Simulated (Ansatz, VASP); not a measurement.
# Cross-check of ZnS (Wurtzite-2H) between VASP and Ansatz, part 2 of 3

One calculation is typed for both programs; each brings its own data sets. How far apart do they land? The cell is taken from a series of runs on this material, whose earlier steps may have relaxed, scaled, displaced or heated it; both programs get it as it stands.

VASP 6.6.1 and Ansatz 0.2.0.

So far: Starting point; Ansatz: zone-centre phonons, LDA.

## Step 3: VASP: zone-centre phonons, LDA

Level of this step: LDA; plane waves and PAW (S, Zn) (VASP).

The same cell, functional (in two slightly different forms) and mesh now go to VASP, with its own data sets.

Lines of VASP's logs that name or quote its potential files are left out, and so is its time.

INCAR reads:

```
SYSTEM = ZnS
PREC = Accurate
ENCUT = 500
EDIFF = 1E-08
NELM = 120
ISMEAR = 0
SIGMA = 0.01
LREAL = .FALSE.
ALGO = Normal
GGA = PW92
NBANDS = 24
LORBIT = 11
LWAVE = .FALSE.
LCHARG = .FALSE.
ISIF = 2
IBRION = 8
LEPSILON = .TRUE.
LASPH = .TRUE.
GGA_COMPAT = .FALSE.
EFERMI = MIDGAP
KPAR = 2
```

POSCAR reads:

```
ZnS
1.0
    3.5886315929      0.0000000000      0.0000000000
   -1.7943157965      3.1078461242      0.0000000000
    0.0000000000      0.0000000000      6.3035925268
S Zn
2 2
Direct
    0.3333333334      0.6666666668      0.3726025232
    0.6666666668      0.3333333334      0.8726025232
    0.3333333334      0.6666666668      0.0123974768
    0.6666666668      0.3333333334      0.5123974768
```

KPOINTS reads:

```
Automatic mesh
0
Gamma
12 12 8
0 0 0
```

Potentials, in the order of the species: S and Zn (LDA family, release 64).

On the command line:

```bash
> mpirun -np 2 vasp_std
```

Output:

```text
[banner, memory and clock lines left out]
running    2 mpi-ranks, on    1 nodes
 distrk:  each k-point on    1 cores,    2 groups
 distr:  one band on    1 cores,    1 groups

 POSCAR found type information on POSCAR S Zn
 POSCAR found :  2 types and       4 ions
|                                                                             |
|               ----> ADVICE to this user running VASP <----                  |
|                                                                             |
|     You enforced a specific xc type in the INCAR file but a different       |
|     [... a line on the potential file left out ...]
|     I HOPE YOU KNOW WHAT YOU ARE DOING!                                     |
|                                                                             |

 LDA part: xc-table for (Slater(with rela. corr.)+PW92), standard interpolation
 POSCAR, INCAR and KPOINTS ok, starting setup
 FFT: planning ... GRIDC
 FFT: planning ... GRID_SOFT
 FFT: planning ... GRID
 WAVECAR not read
 entering main loop
       N       E                     dE             d eps       ncg     rms          rms(c)
DAV:   1     0.233437705165E+03    0.23344E+03   -0.17147E+04  4560   0.184E+03
DAV:   2     0.369692955974E+01   -0.22974E+03   -0.22199E+03  4856   0.367E+02
DAV:   3    -0.167720766146E+02   -0.20469E+02   -0.20358E+02  5696   0.112E+02
DAV:   4    -0.171824564104E+02   -0.41038E+00   -0.41013E+00  5352   0.163E+01
DAV:   5    -0.171901414919E+02   -0.76851E-02   -0.76843E-02  5840   0.214E+00    0.121E+01
DAV:   6    -0.162902934704E+02    0.89985E+00   -0.19792E+00  6424   0.443E+01    0.894E+00
DAV:   7    -0.162872290984E+02    0.30644E-02   -0.19147E+00  4960   0.844E+00    0.341E+00
DAV:   8    -0.162607059407E+02    0.26523E-01   -0.70917E-02  6176   0.210E+00    0.107E+00
DAV:   9    -0.162580580609E+02    0.26479E-02   -0.23531E-02  6312   0.167E+00    0.300E-01
DAV:  10    -0.162580853272E+02   -0.27266E-04   -0.69633E-04  5624   0.391E-01    0.165E-01
DAV:  11    -0.162581031180E+02   -0.17791E-04   -0.67747E-05  5720   0.752E-02    0.651E-02
DAV:  12    -0.162581002960E+02    0.28221E-05   -0.16333E-05  6816   0.730E-02    0.901E-03
DAV:  13    -0.162581003153E+02   -0.19326E-07   -0.17458E-06  5800   0.168E-02    0.573E-03
DAV:  14    -0.162581004529E+02   -0.13762E-06   -0.88947E-07  6528   0.662E-03    0.247E-03
DAV:  15    -0.162581003995E+02    0.53399E-07   -0.54767E-07  6792   0.138E-02    0.185E-03
DAV:  16    -0.162581003945E+02    0.50677E-08   -0.70404E-08  6160   0.506E-03
   1 F= -.16258100E+02 E0= -.16258100E+02  d E =0.000000E+00
 Linear response reoptimize wavefunctions to high precision
DAV:   1    -0.162581003956E+02   -0.11305E-08   -0.11592E-08  5272   0.694E-04
DAV:   2    -0.162581003957E+02   -0.16053E-09   -0.45964E-10  2840   0.197E-04
DAV:   3    -0.162581003957E+02   -0.22737E-11   -0.31711E-11  2664   0.470E-05
 Linear response G [H, r] |phi>, progress :
  Direction:   1
       N       E                     dE             d eps       ncg     rms
RMM:   1    -0.808548712074E+02   -0.80855E+02    0.51492E+02  8790   0.982E+01
RMM:   2    -0.897547556557E+02   -0.88999E+01   -0.31599E+01  7372   0.376E+01
RMM:   3    -0.903568982599E+02   -0.60214E+00   -0.25699E+00  8149   0.102E+01
RMM:   4    -0.903847953528E+02   -0.27897E-01   -0.13421E-01  8231   0.216E+00
RMM:   5    -0.903862940435E+02   -0.14987E-02   -0.16440E-02  8365   0.581E-01
RMM:   6    -0.903864590055E+02   -0.16496E-03   -0.24587E-03  8427   0.174E-01
RMM:   7    -0.903865000494E+02   -0.41044E-04   -0.61457E-04  8523   0.592E-02
RMM:   8    -0.903865079820E+02   -0.79326E-05   -0.16878E-04  8614   0.224E-02
RMM:   9    -0.903865091362E+02   -0.11541E-05   -0.32897E-05  8445   0.858E-03
RMM:  10    -0.903865079626E+02    0.11736E-05    0.43367E-06  6761   0.394E-03
RMM:  11    -0.903865069134E+02    0.10492E-05    0.11209E-04  5770   0.214E-03
RMM:  12    -0.903865080846E+02   -0.11713E-05    0.83120E-05  5186   0.148E-03
RMM:  13    -0.903865060590E+02    0.20257E-05    0.13853E-04  4816   0.124E-03
RMM:  14    -0.903865074112E+02   -0.13522E-05    0.94529E-05  4606   0.113E-03
RMM:  15    -0.903865078381E+02   -0.42696E-06    0.76874E-05  4427   0.110E-03
RMM:  16    -0.903865074059E+02    0.43225E-06    0.11082E-04  4289   0.105E-03
RMM:  17    -0.903865071398E+02    0.26609E-06    0.93061E-05  4157   0.106E-03
 Linear response G [H, r] |phi>, progress :
  Direction:   2
       N       E                     dE             d eps       ncg     rms
RMM:   1    -0.967427273026E+02   -0.96743E+02    0.30930E+02  8834   0.944E+01
RMM:   2    -0.101766446840E+03   -0.50237E+01   -0.25014E+01  7283   0.357E+01
RMM:   3    -0.102342781246E+03   -0.57633E+00   -0.20291E+00  8138   0.934E+00
RMM:   4    -0.102372594329E+03   -0.29813E-01   -0.10468E-01  8165   0.205E+00
[...]
RMM:   4    -0.100602582774E+01   -0.11881E-01   -0.66272E-02 27002   0.115E+00    0.249E-01
RMM:   5    -0.101569434258E+01   -0.96685E-02   -0.58142E-03 27476   0.367E-01    0.702E-02
RMM:   6    -0.101718558533E+01   -0.14912E-02   -0.13843E-03 26991   0.187E-01    0.350E-02
RMM:   7    -0.101760748704E+01   -0.42190E-03   -0.11853E-04 27798   0.554E-02    0.604E-03
RMM:   8    -0.101770124863E+01   -0.93762E-04   -0.89095E-06 28128   0.133E-02    0.280E-03
[...]
RMM:   8    -0.111829563287E+01   -0.27951E-03   -0.16326E-05  7967   0.185E-02    0.189E-03
RMM:   9    -0.111830371973E+01   -0.80869E-05   -0.15994E-06  8316   0.451E-03    0.128E-03
RMM:  10    -0.111830428768E+01   -0.56795E-06   -0.31774E-06  8143   0.176E-03    0.330E-04
RMM:  11    -0.111831153864E+01   -0.72510E-05   -0.14100E-07  8198   0.602E-04    0.178E-04
RMM:  12    -0.111831104089E+01    0.49775E-06   -0.22490E-07  7710   0.268E-04    0.371E-05
RMM:  13    -0.111831059131E+01    0.44958E-06   -0.12294E-08  5340   0.118E-04    0.172E-05
RMM:  14    -0.111831068381E+01   -0.92500E-07   -0.41103E-08  3585   0.603E-05    0.469E-06
 change of polarisation eV/A/(eV/A) component  3 :    -0.238    -0.191     2.134
 dielectric tensor                  component  3 :    -0.612    -0.491     6.493
 Linear response DOF=           4
 Linear response progress:
  Degree of freedom:   1/  4
       N       E                     dE             d eps       ncg     rms          rms(c)
RMM:   1    -0.105621767486E+00   -0.10562E+00    0.46710E-02 70006   0.204E+00
RMM:   2    -0.102496721323E+00    0.31250E-02   -0.66045E-03 42877   0.677E-01    0.180E-01
RMM:   3    -0.102936045233E+00   -0.43932E-03   -0.60162E-04 48464   0.163E-01    0.874E-02
RMM:   4    -0.103313081622E+00   -0.37704E-03   -0.84222E-05 47433   0.541E-02    0.215E-02
RMM:   5    -0.103374337930E+00   -0.61256E-04   -0.95686E-06 50156   0.146E-02    0.101E-02
RMM:   6    -0.103348130859E+00    0.26207E-04   -0.17106E-06 49995   0.519E-03    0.358E-03
RMM:   7    -0.103357452607E+00   -0.93217E-05    0.14054E-09 47873   0.194E-03    0.876E-04
RMM:   8    -0.103356309853E+00    0.11428E-05   -0.53499E-08 50557   0.629E-04    0.613E-05
RMM:   9    -0.103355654459E+00    0.65539E-06   -0.65681E-08 50037   0.197E-04    0.496E-05
RMM:  10    -0.103355558884E+00    0.95575E-07    0.17961E-08 51230   0.696E-05    0.117E-05
RMM:  11    -0.103355678582E+00   -0.11970E-06   -0.13945E-08 47961   0.335E-05    0.316E-06
RMM:  12    -0.103355640608E+00    0.37974E-07    0.55166E-09 46719   0.160E-05    0.576E-07
RMM:  13    -0.103355639383E+00    0.12244E-08    0.30671E-09 36151   0.812E-06    0.560E-07
 first order change of Fermi-energy  -0.47263E-01
 force on displaced ion       1 direction 1 :  -8.548  -0.000   0.000
 Born effective charge ion    1 direction 1 :  -1.732  -0.000  -0.000
 Linear response progress:
  Degree of freedom:   2/  4
       N       E                     dE             d eps       ncg     rms          rms(c)
RMM:   1    -0.131934101066E+00   -0.13193E+00    0.59242E-02 16295   0.212E+00
RMM:   2    -0.125976797140E+00    0.59573E-02   -0.87357E-03  9333   0.832E-01    0.234E-01
RMM:   3    -0.126226881982E+00   -0.25008E-03   -0.12876E-03 10871   0.219E-01    0.114E-01
RMM:   4    -0.126448017287E+00   -0.22114E-03   -0.12572E-04  9878   0.738E-02    0.389E-02
RMM:   5    -0.126470600043E+00   -0.22583E-04   -0.33139E-05 10707   0.293E-02    0.985E-03
RMM:   6    -0.126456235287E+00    0.14365E-04   -0.27789E-06 11045   0.810E-03    0.537E-03
RMM:   7    -0.126457352303E+00   -0.11170E-05   -0.95475E-07 11391   0.222E-03    0.175E-03
RMM:   8    -0.126459547101E+00   -0.21948E-05    0.25478E-07 10163   0.143E-03    0.294E-04
RMM:   9    -0.126460099752E+00   -0.55265E-06   -0.25959E-07 11526   0.382E-04    0.119E-04
RMM:  10    -0.126460108955E+00   -0.92035E-08   -0.67205E-08 11502   0.126E-04    0.438E-05
 first order change of Fermi-energy  -0.54201E-01
 force on displaced ion       1 direction 3 :   0.000   0.000 -11.868
 Born effective charge ion    1 direction 3 :   0.000   0.000  -1.967
 Linear response progress:
  Degree of freedom:   3/  4
       N       E                     dE             d eps       ncg     rms          rms(c)
RMM:   1    -0.212481336619E+00   -0.21248E+00    0.13097E-02 42097   0.199E+00
RMM:   2    -0.210061265557E+00    0.24201E-02   -0.39507E-03 43384   0.480E-01    0.140E-01
RMM:   3    -0.209925487063E+00    0.13578E-03   -0.15445E-04 50093   0.769E-02    0.815E-02
RMM:   4    -0.209738149836E+00    0.18734E-03   -0.25617E-05 49980   0.282E-02    0.518E-03
RMM:   5    -0.209736180116E+00    0.19697E-05   -0.32987E-06 51421   0.533E-03    0.182E-03
RMM:   6    -0.209740287668E+00   -0.41076E-05   -0.37970E-07 51470   0.213E-03    0.309E-04
RMM:   7    -0.209740758256E+00   -0.47059E-06   -0.36577E-07 51669   0.642E-04    0.181E-04
RMM:   8    -0.209740995842E+00   -0.23759E-06   -0.20588E-07 51128   0.270E-04    0.370E-05
RMM:   9    -0.209740837632E+00    0.15821E-06   -0.90212E-08 51858   0.839E-05    0.211E-05
RMM:  10    -0.209740713124E+00    0.12451E-06   -0.19749E-08 50469   0.393E-05    0.248E-06
RMM:  11    -0.209740697662E+00    0.15462E-07   -0.15477E-08 50586   0.167E-05    0.978E-07
RMM:  12    -0.209740700295E+00   -0.26322E-08    0.32316E-10 38882   0.939E-06    0.354E-07
 first order change of Fermi-energy  -0.10040E+00
 force on displaced ion       3 direction 1 :  -7.742   0.000   0.000
 Born effective charge ion    3 direction 1 :   1.732  -0.000  -0.000
 Linear response progress:
  Degree of freedom:   4/  4
       N       E                     dE             d eps       ncg     rms          rms(c)
RMM:   1    -0.221295319861E+00   -0.22130E+00    0.75931E-03  9639   0.199E+00
RMM:   2    -0.217932345296E+00    0.33630E-02   -0.43510E-03  9767   0.518E-01    0.175E-01
RMM:   3    -0.217674883911E+00    0.25746E-03   -0.23658E-04 11230   0.100E-01    0.924E-02
RMM:   4    -0.217413896297E+00    0.26099E-03   -0.23131E-05 10977   0.519E-02    0.229E-02
RMM:   5    -0.217377321127E+00    0.36575E-04   -0.46431E-06 11571   0.184E-02    0.761E-03
RMM:   6    -0.217384074786E+00   -0.67537E-05    0.69014E-06 10739   0.574E-03    0.452E-03
RMM:   7    -0.217393021535E+00   -0.89467E-05    0.36412E-06 10931   0.331E-03    0.103E-03
RMM:   8    -0.217394772108E+00   -0.17506E-05   -0.10147E-06 11425   0.100E-03    0.245E-04
RMM:   9    -0.217394555107E+00    0.21700E-06   -0.59094E-07 11663   0.317E-04    0.867E-05
RMM:  10    -0.217394312557E+00    0.24255E-06   -0.30634E-07 11666   0.141E-04    0.310E-05
RMM:  11    -0.217394278974E+00    0.33583E-07   -0.28729E-07 11696   0.517E-05    0.947E-06
RMM:  12    -0.217394286439E+00   -0.74646E-08   -0.51450E-08 11693   0.244E-05    0.782E-06
 first order change of Fermi-energy   0.54193E-01
 force on displaced ion       3 direction 3 :  -0.000  -0.000 -10.153
 Born effective charge ion    3 direction 3 :   0.000   0.000   1.967
 Born effective charges drift removed
 Linear response finished
```

(Part 2 of 3 ends here.)

[Lines on the potential files, build, host, timing and source positions are cut from VASP's logs without a mark.]

[Logs are printed without paths, hosts, clocks, repeated set-up lines and the standing remarks that a program may print on its own settings, such as how far it seeks lower states.]

[Hosts, paths, dates, database ids (printed as entryN), source tags and the programs' standing remarks are cut or masked in the printed files.]
